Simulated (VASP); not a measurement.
Method: PBEsol GGA, VASP's PBE PAW potentials (set 64) (plane waves; VASP).

VASP input:

**POSCAR**
```
CoP
1
    0.0000000000     2.4529468773     2.4529468773
    2.4529468773    -0.0000000000     2.4529468773
    2.4529468773     2.4529468773     0.0000000000
Co P
1 1
Direct
  0.0000000000   0.0000000000   0.0000000000
  0.2500000000   0.2500000000   0.2500000000
```

**KPOINTS**
```
Automatic mesh
0
Gamma
14 14 14
0 0 0
```

INCAR:
```
SYSTEM = CoP
PREC = Accurate
ENCUT = 400
EDIFF = 1E-7
NELM = 100
ALGO = Normal
LREAL = .FALSE.
LASPH = .TRUE.
ISMEAR = -5
GGA = PS
LMAXMIX = 4
LWAVE = .FALSE.
LCHARG = .TRUE.
LORBIT = 11
NEDOS = 601
ISIF = 2
```

POTCAR, in this order: Co P (PBE.64 set). Program: vasp_std.

Q: Estimate the energy per atom (σ→0), band gap (on the k-mesh).

A: 
* **energy per atom (σ→0)**: -6.945 eV/atom
* **band gap (on the k-mesh)**: none (metal, semimetal or under 0.01 eV)

### OSZICAR
```
...
DAV:  10    -0.138906911442E+02    0.83967E-03   -0.36726E-03  2543   0.473E-01    0.143E-01
DAV:  11    -0.138906676937E+02    0.23450E-04   -0.13125E-04  2928   0.106E-01    0.617E-02
DAV:  12    -0.138906574557E+02    0.10238E-04   -0.85861E-05  3419   0.973E-02    0.154E-02
DAV:  13    -0.138906578473E+02   -0.39161E-06   -0.60388E-06  3075   0.346E-02    0.543E-03
DAV:  14    -0.138906580079E+02   -0.16057E-06   -0.59382E-07  2616   0.584E-03    0.134E-03
DAV:  15    -0.138906582065E+02   -0.19859E-06   -0.98654E-08  1423   0.487E-03    0.453E-04
DAV:  16    -0.138906581666E+02    0.39952E-07   -0.16173E-08  1357   0.202E-03
   1 F= -.13890658E+02 E0= -.13890658E+02  d E =0.000000E+00
```

The structure was generated: CoP was put into the zinc blende type (F-43m), which need not be its known phase. It was relaxed first, which changed the volume by -24 %. The run is not spin-polarised, so no magnetic state was tried.
